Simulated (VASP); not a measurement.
An input for Ansatz (written as the equivalent of a VASP run, and not itself run):

Ansatz 0.2 input:
```yaml
crystal:
  lattice:
    - [0.0000000, 1.7410210, 1.7410210]
    - [1.7410210, 0.0000000, 1.7410210]
    - [1.7410210, 1.7410210, 0.0000000]
  atoms:
    - { symbol: Cu, position: [0.0000000, 0.0000000, 0.0000000] }
kpoints:
  mp_grid: { grid: [21, 21, 21] }
hamiltonian:
  xc: pbe
  pseudopotentials: { kind: paw }
scf:
  occupations: { method: fermi_dirac, width: 0.1 }
  max_iter: 100
output: { forces: true, stress: true, eigenvalues: true }
```

Q: Write the VASP files for the same calculation (PBE).

A: This is not unique; one that fits is 
File KPOINTS:
```
Automatic
0
G
  21 21 21
```

**INCAR**
```
SYSTEM=Cu
PREC=Accurate; ENCUT=300; LREAL=F
LASPH=T
EDIFF=1E-6; NELM=100; ALGO=Normal
LMAXMIX=4
ISMEAR=-1; SIGMA=0.1
GGA=PE
ISIF=2
LWAVE=F; LCHARG=F
```

POSCAR:
```
Cu
1
    0.0000000000     1.7410210000     1.7410210000
    1.7410210000     0.0000000000     1.7410210000
    1.7410210000     1.7410210000     0.0000000000
Cu
1
Direct
  0.0000000000   0.0000000000   0.0000000000
```

POTCAR, in this order: Cu (PBE.64 set). Program: vasp_std.

What does not carry over: each code has its own PAW files, so the cut-off isn't converted (ENCUT is set for VASP's; basis.ecutwfc is left out, and Ansatz then takes the one that its files recommend); Ansatz stops its SCF on the density residual and VASP on the energy change (EDIFF).

The structure comes from a computed database's Cu entry; how it stands against other phases isn't given here. The cell was not relaxed at this level, and its volume differs by -5.9 % from the start's.
